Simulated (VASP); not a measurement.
Given:

```
CELL_PARAMETERS angstrom
      0.00000     2.65336     2.65336
      2.65336     0.00000     2.65336
      2.65336     2.65336     0.00000
ATOMIC_POSITIONS crystal
  Zn 0.00000 0.00000 0.00000
  Se 0.25000 0.25000 0.25000
```

These are r2SCAN meta-GGA, VASP's PBE PAW potentials (set 64) (plane waves; VASP 6.6.1) values and carry that method's errors. Run with 480 eV cut-off, 8×8×8 Γ-centred mesh, Gaussian smearing of 0.050 eV, potentials Zn Se.

Q: Estimate the energy per atom (σ→0), pressure, band gap (on the k-mesh) with the smallest direct gap where there is one.

A: 
```json
{
  "band gap (on the k-mesh)": "2.78 eV",
  "smallest direct gap (on the k-mesh)": "2.78 eV",
  "energy per atom (σ→0)": "-12.241 eV/atom",
  "pressure": "20.01 GPa"
}
```

The absolute energy has meaning only against runs of the same code, potentials and settings.

The compound is ZnSe in the zinc blende structure. It was relaxed first under an external pressure of 20 GPa.
